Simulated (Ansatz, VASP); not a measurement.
# Cross-check of NaCaSCl between VASP and Ansatz, part 2 of 2

Wanted: the spread between two codes on one cell, functional and k mesh. The cell is generated by rule, not measured, and may not be a known phase. The cell is taken from a series of runs on this material, whose earlier steps may have relaxed, scaled, displaced or heated it; both programs get it as it stands.

VASP 6.6.1 and Ansatz 0.2.0.

So far: Set-up; Ansatz: relaxation of cell and atoms, PBE; VASP: relaxation of cell and atoms, PBE.

### Step 3. VASP: relaxation of cell and atoms, PBE (continued)

Level of this step: PBE; plane waves and PAW (Ca_sv, Cl, Na_pv, S); invented cell (VASP).

Numbers of over 12 decimals in the logs are rounded to 6 here.

OUTCAR, selected parts (step 3):

```text
ion  position               nearest neighbor table
   1  0.000  0.000  0.503-   8 2.83   7 2.85   7 2.85   7 2.85   7 2.85   4 2.92
   2  0.500  0.500  0.747-   7 2.83   8 2.85   8 2.85   8 2.85   8 2.85   3 2.92
   3  0.500  0.500  0.002-   2 2.92
   4  0.000  0.000  0.248-   1 2.92
   5  0.000  0.000  0.997-
   6  0.500  0.500  0.253-
   7  0.500  0.500  0.500-   2 2.83   1 2.85   1 2.85   1 2.85   1 2.85
   8  0.000  0.000  0.750-   1 2.83   2 2.85   2 2.85   2 2.85   2 2.85

  LATTYP: Found a simple tetragonal cell.
 ALAT       =     4.0264357177
 C/A-ratio  =     2.8433656471

 Subroutine GETGRP returns: Found 16 space group operations
 (whereof  8 operations were pure point group operations)

The static configuration has the point symmetry C_4v.
 The point group associated with its full space group is D_4h.

 Found     30 irreducible k-points:

   k-points           NKPTS =     30   k-points in BZ     NKDIM =     30   number of bands    NBANDS=     38

   dimension x,y,z NGX =    30 NGY =   30 NGZ =   84
   dimension x,y,z NGXF=    60 NGYF=   60 NGZF=  168

   ENCUT  =  500.0 eV  36.75 Ry    6.06 a.u.   7.34  7.34 20.87*2*pi/ulx,y,z

   NELECT =      60.0000    total number of electrons

 k-points in reciprocal lattice and weights: Automatic mesh
   0.00000000  0.00000000  0.00000000       0.008
   0.12500000  0.00000000  0.00000000       0.031
   0.25000000  0.00000000  0.00000000       0.031
   0.37500000  0.00000000  0.00000000       0.031
   0.50000000  0.00000000  0.00000000       0.016
   0.12500000  0.12500000  0.00000000       0.031
   0.25000000  0.12500000  0.00000000       0.062
   0.37500000  0.12500000  0.00000000       0.062
   0.50000000  0.12500000  0.00000000       0.031
[...]
0.50000000  0.37500000  0.50000000       0.031
   0.50000000  0.50000000  0.50000000       0.008

 average (electrostatic) potential at core
       1 -46.2680       2 -46.2680       3 -93.0937       4 -93.0937       5 -46.7399
       6 -46.7399       7 -87.4596       8 -87.4595

 E-fermi :   3.2196

 k-point     1 :       0.0000    0.0000    0.0000
  band No.  band energies     occupation
    ...
     26       1.2893      2.00000
     27       1.4234      2.00000
     28       1.4234      2.00000
     29       1.8177      2.00000
     30       1.8177      2.00000
     31       4.6214      0.00000
     32       5.2229      0.00000
     33       5.5117      0.00000
     34       6.7146      0.00000
     35       6.7146      0.00000
    ...

 k-point     2 :       0.1250    0.0000    0.0000
  band No.  band energies     occupation
    ...
     26       0.9482      2.00000
     27       1.3298      2.00000
     28       1.3493      2.00000
     29       1.4035      2.00000
     30       1.6715      2.00000
     31       5.0045      0.00000
     32       5.5240      0.00000
     33       5.8194      0.00000
     34       6.6540      0.00000
     35       6.7884      0.00000
    ...

 k-point     3 :       0.2500    0.0000    0.0000
  band No.  band energies     occupation
    ...
     26       0.2724      2.00000
     27       0.7987      2.00000
     28       1.1276      2.00000
     29       1.2235      2.00000
     30       1.3571      2.00000
     31       5.8280      0.00000
     32       6.1662      0.00000
     33       6.4306      0.00000
     34       6.6535      0.00000
     35       7.0059      0.00000
    ...

  Total        0.0006681      0.0006681      0.0266507      0.0000000      0.0000000      0.0000000
  in kB        0.0057619      0.0057619      0.2298454      0.0000000      0.0000000      0.0000000
  external PRESSURE =       0.0804564 kB  Pullay stress =       0.0000000 kB

  energy-cutoff  :      500.00
  volume of cell :      185.77
      direct lattice vectors                 reciprocal lattice vectors
     2.847695478  2.847695478  0.000000000     0.175580572  0.175580572 -0.000000000
    -2.847695478  2.847695478  0.000000000    -0.175580572  0.175580572  0.000000000
     0.000000000  0.000000000 11.454249378    -0.000000000 -0.000000000  0.087303844

 POSITION                                       TOTAL-FORCE (eV/Angst)
 -----------------------------------------------------------------------------------
      0.00000      5.69539      5.76180        -0.000000     -0.000000     -0.001795
      0.00000      2.84770      8.55602         0.000000      0.000000      0.001795
      0.00000      2.84770      0.02074         0.000000      0.000000      0.004756
      0.00000      0.00000      2.84282        -0.000000     -0.000000     -0.004756
     -2.84770      2.84770     11.42064        -0.000000     -0.000000     -0.000228
      0.00000      2.84770      2.89717         0.000000      0.000000      0.000228
      0.00000      2.84770      5.72358        -0.000000     -0.000000     -0.004442
      0.00000      0.00000      8.59423         0.000000      0.000000      0.004442
 -----------------------------------------------------------------------------------
    total drift:                               -0.000000      0.000000      0.000549

  FREE ENERGIE OF THE ION-ELECTRON SYSTEM (eV)
  ---------------------------------------------------
  free  energy   TOTEN  =       -34.1061545250 eV

  energy  without entropy=      -34.1061545250  energy(sigma->0) =      -34.10615453

 reached required accuracy - stopping structural energy minimisation

 total charge
# of ion       s       p       d       tot
------------------------------------------
    1        2.031   5.855   0.232   8.118
    2        2.031   5.855   0.232   8.118
    3        1.589   3.580   0.000   5.169
    4        1.589   3.580   0.000   5.169
    5        0.044   5.979   0.000   6.023
    6        0.044   5.979   0.000   6.023
    7        1.313   2.469   0.000   3.782
    8        1.313   2.469   0.000   3.782
--------------------------------------------------
tot          9.954  35.764   0.464  46.182

[... 3 further parts left out ...]
```

CONTCAR:

```
NaCaSCl
   1.00000000000000
     2.8476954775722749    2.8476954775722749    0.0000000000000000
    -2.8476954775722749    2.8476954775722749    0.0000000000000000
     0.0000000000000000    0.0000000000000000   11.4542493780967014
  Ca              Cl              Na              S
     2     2     2     2
Direct
     1.0000000000000000    1.0000000000000000    0.5030268582440529
     0.5000000000000000    0.5000000000000000    0.7469731198559471
     0.5000000000000000    0.5000000000000000    0.0018106739341471
     0.0000000000000000    0.0000000000000000    0.2481893042658547
     0.0000000000000000    1.0000000000000000    0.9970658721765364
     0.5000000000000000    0.5000000000000000    0.2529341059234635
     0.5000000000000000    0.5000000000000000    0.4996908358128864
     0.0000000000000000    0.0000000000000000    0.7503090549871116
```

### Step 4. Comparison

Known differences besides the potentials themselves: fixed occupations in Ansatz, narrow Gaussian smearing in VASP; the data sets hold 64 valence electrons in Ansatz (on its default PAW (the set named soft_2) files) and 60 in VASP; the cutoff is 420 eV in Ansatz and 500 eV in VASP; Ansatz adds a Pulay correction to the stress that steers its cell, VASP none. Total energies have different zeros and are not compared.

Compared:

```csv
quantity,Ansatz,VASP,difference
volume (Å³),185.66,185.77,-0.06 %
"edge a after relaxation, in the typed setting (Å)",4.026,4.027,-0.04 %
"edge c after relaxation, in the typed setting (Å)",11.457,11.454,+0.02 %
```

### Step 5. Outcome

* difference in volume (relaxation of cell and atoms, PBE): -0.064 %

In words: The difference in volume is -0.064 % (relaxation of cell and atoms, PBE), within the 1.2 % picked in this series as the mark of a large difference, as far as the stopping tolerances let one tell. The data sets hold unlike numbers of valence electrons (64 in Ansatz and 60 in VASP), so part of the differences comes from the potentials. 1 further run of this series is not shown here. Such differences can come from data sets, numerical settings and the points named under the comparisons, not from the functional's error against experiment.

[Lines on the potential files, build, host, timing and source positions are cut from VASP's logs without a mark.]

[Logs are printed without paths, hosts, clocks, repeated set-up lines and the standing remarks that a program may print on its own settings, such as how far it seeks lower states.]

[Hosts, paths, dates, database ids (printed as entryN), source tags and the programs' standing remarks are cut or masked in the printed files.]
